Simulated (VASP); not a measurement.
An input for Ansatz (written as the equivalent of a VASP run, and not itself run):

Ansatz 0.2 input:
```yaml
crystal:
  lattice:
    - [0.0000000, 2.7289610, 2.7289610]
    - [2.7289610, 0.0000000, 2.7289610]
    - [2.7289610, 2.7289610, 0.0000000]
  atoms:
    - { symbol: As, position: [0.0000000, 0.0000000, 0.0000000] }
    - { symbol: In, position: [0.5000000, 0.5000000, 0.5000000] }
kpoints:
  mp_grid: { grid: [8, 8, 8] }
hamiltonian:
  xc: r2scan
  pseudopotentials: { kind: paw }
scf:
  occupations: { method: gaussian, width: 0.05 }
  max_iter: 100
relax:
  max_steps: 60
  f_tol: 0.01
  cell: {}
output: { forces: true, stress: true, eigenvalues: true }
```

**Question.** Translate this input to VASP (INCAR, KPOINTS, POSCAR, choice of POTCAR).

**Answer.** This is not unique; one that fits is 
**KPOINTS**
```
Automatic
0
G
 8 8 8
0 0 0
```

**POSCAR**
```
InAs
1.0
  0.0000000000   2.7289610000   2.7289610000
  2.7289610000   0.0000000000   2.7289610000
  2.7289610000   2.7289610000   0.0000000000
As In
1 1
Cartesian
  0.0000000000   0.0000000000   0.0000000000
  2.7289610000   2.7289610000   2.7289610000
```

### INCAR
```
ALGO  =  Normal
EDIFF  =  1E-6
EDIFFG  =  -0.01
ENCUT  =  400
IBRION  =  2
ISIF  =  3
ISMEAR  =  0
LASPH  =  .TRUE.
LCHARG  =  .FALSE.
LMAXMIX  =  4
LMIXTAU  =  .TRUE.
LREAL  =  .FALSE.
LWAVE  =  .FALSE.
METAGGA  =  R2SCAN
NELM  =  100
NSW  =  60
PREC  =  Accurate
SIGMA  =  0.05
SYSTEM  =  InAs
```

POTCAR, in this order: As In_d (PBE.64 set). Program: vasp_std.

What does not carry over: each code has its own PAW files, so the cut-off isn't converted (ENCUT is set for VASP's; basis.ecutwfc is left out, and Ansatz then takes the one that its files recommend); Ansatz stops its SCF on the density residual and VASP on the energy change (EDIFF).

The structure was generated: InAs was put into the rocksalt type (Fm-3m), which need not be its known phase. This run relaxes it. Symmetry was kept, so distortions that lower it aren't found.
